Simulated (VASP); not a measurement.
All values below come from PBEsol GGA, VASP's PBE PAW potentials (set 64) (plane waves; VASP).

VASP ran on this input.

### INCAR
```
SYSTEM  =  SiO2
PREC  =  Accurate; ENCUT  =  520; LREAL  =  .FALSE.
LASPH  =  .TRUE.
EDIFF  =  1E-7; NELM  =  100; ALGO  =  Normal
ISMEAR  =  -5
GGA  =  PS
ISIF  =  2
LWAVE  =  .FALSE.; LCHARG  =  .TRUE.; LORBIT  =  11
NEDOS  =  601
LEFG  =  .TRUE.
```

**POSCAR**
```
SiO2
1
    5.0368174248     0.0000000000     0.0000000000
    0.0000000000     5.0368174248     0.0000000000
    0.0000000000     0.0000000000     7.0244294103
Si O
4 8
Direct
  0.2979465844   0.2979465844   0.0000000000
  0.7979465844   0.2020534156   0.7500000000
  0.2020534156   0.7979465844   0.2500000000
  0.7020534156   0.7020534156   0.5000000000
  0.2395468149   0.1009982874   0.1775818025
  0.7395468149   0.3990017126   0.5724181975
  0.2604531851   0.6009982874   0.0724181975
  0.7604531851   0.8990017126   0.6775818025
  0.8990017126   0.7604531851   0.3224181975
  0.3990017126   0.7395468149   0.4275818025
  0.6009982874   0.2604531851   0.9275818025
  0.1009982874   0.2395468149   0.8224181975
```

**KPOINTS**
```
Automatic mesh
0
Gamma
5 5 4
0 0 0
```

POTCAR, in this order: Si O (PBE.64 set). Program: vasp_std.

The run wrote:

OSZICAR:
```
       N       E                     dE             d eps       ncg     rms          rms(c)
DAV:   1     0.446776962666E+03    0.44678E+03   -0.33263E+04  1404   0.149E+03
DAV:   2    -0.733911299464E+02   -0.52017E+03   -0.50824E+03  1808   0.340E+02
DAV:   3    -0.109979241799E+03   -0.36588E+02   -0.36450E+02  1656   0.101E+02
DAV:   4    -0.110559505819E+03   -0.58026E+00   -0.57900E+00  1656   0.136E+01
DAV:   5    -0.110573650992E+03   -0.14145E-01   -0.14139E-01  1628   0.204E+00    0.285E+01
DAV:   6    -0.988081408381E+02    0.11766E+02   -0.52351E+01  1642   0.344E+01    0.136E+01
DAV:   7    -0.987224101456E+02    0.85731E-01   -0.13557E+00  1764   0.529E+00    0.515E+00
DAV:   8    -0.986825463789E+02    0.39864E-01   -0.70104E-02  1656   0.185E+00    0.177E+00
DAV:   9    -0.986921866547E+02   -0.96403E-02   -0.28000E-02  1635   0.112E+00    0.387E-01
DAV:  10    -0.986966153038E+02   -0.44286E-02   -0.70984E-03  1649   0.409E-01    0.124E-01
DAV:  11    -0.986965991901E+02    0.16114E-04   -0.22512E-03  1656   0.246E-01    0.324E-02
DAV:  12    -0.986966210344E+02   -0.21844E-04   -0.78392E-05  1649   0.489E-02    0.244E-02
DAV:  13    -0.986966340141E+02   -0.12980E-04   -0.36760E-05  1642   0.303E-02    0.407E-03
DAV:  14    -0.986966346325E+02   -0.61837E-06   -0.12438E-06  1664   0.594E-03    0.117E-03
DAV:  15    -0.986966346725E+02   -0.39993E-07   -0.66798E-08  1066   0.148E-03
   1 F= -.98696635E+02 E0= -.98696635E+02  d E =0.000000E+00
```

File OUTCAR:
```
------------------------ aborting loop because EDIFF is reached ----------------------------------------
  FORCE on cell =-STRESS in cart. coord.  units (eV):
  Direction    XX          YY          ZZ          XY          YZ          ZX
  --------------------------------------------------------------------------------------
  Total        0.0225562      0.0225562     -0.0262375      0.0000000     -0.0000000      0.0000000
  in kB        0.2027926      0.2027926     -0.2358904      0.0000000     -0.0000000      0.0000000
  external PRESSURE =       0.0565649 kB  Pullay stress =       0.0000000 kB
  volume of cell :      178.21
      direct lattice vectors                 reciprocal lattice vectors
     5.036817425  0.000000000  0.000000000     0.198538068  0.000000000  0.000000000
     0.000000000  5.036817425  0.000000000     0.000000000  0.198538068  0.000000000
     0.000000000  0.000000000  7.024429410     0.000000000  0.000000000  0.142360317
 POSITION                                       TOTAL-FORCE (eV/Angst)
 -----------------------------------------------------------------------------------
      1.50070      1.50070      0.00000        -0.008841     -0.008841     -0.000000
      4.01911      1.01771      5.26832        -0.008841      0.008841     -0.000000
      1.01771      4.01911      1.75611         0.008841     -0.008841     -0.000000
      3.53611      3.53611      3.51221         0.008841      0.008841     -0.000000
      1.20655      0.50871      1.24741         0.009311      0.003835     -0.001924
      3.72496      2.00970      4.02091         0.009311     -0.003835      0.001924
      1.31186      3.02712      0.50870        -0.009311      0.003835      0.001924
      3.83026      4.52811      4.75963        -0.009311     -0.003835     -0.001924
      4.52811      3.83026      2.26480        -0.003835     -0.009311      0.001924
      2.00970      3.72496      3.00352        -0.003835      0.009311     -0.001924
      3.02712      1.31186      6.51573         0.003835     -0.009311     -0.001924
      0.50871      1.20655      5.77702         0.003835      0.009311      0.001924
 -----------------------------------------------------------------------------------
    total drift:                               -0.000000      0.000000      0.000000
  FREE ENERGIE OF THE ION-ELECTRON SYSTEM (eV)
  ---------------------------------------------------
  free  energy   TOTEN  =       -98.6966346725 eV

  energy  without entropy=      -98.6966346725  energy(sigma->0) =      -98.69663467

 total charge

# of ion       s       p       d       tot
------------------------------------------
    1        0.644   0.997   0.000   1.641
    2        0.644   0.997   0.000   1.641
    3        0.644   0.997   0.000   1.641
    4        0.644   0.997   0.000   1.641
    5        1.544   3.682   0.000   5.226
    6        1.544   3.682   0.000   5.226
    7        1.544   3.682   0.000   5.226
    8        1.544   3.682   0.000   5.226
    9        1.544   3.682   0.000   5.226
   10        1.544   3.682   0.000   5.226
   11        1.544   3.682   0.000   5.226
   12        1.544   3.682   0.000   5.226
--------------------------------------------------
tot         14.926  33.443   0.000  48.370
```
(Selected blocks of OUTCAR.)

The compound is SiO2 in the cristobalite structure. It was relaxed first, which changed the volume by +5 %.
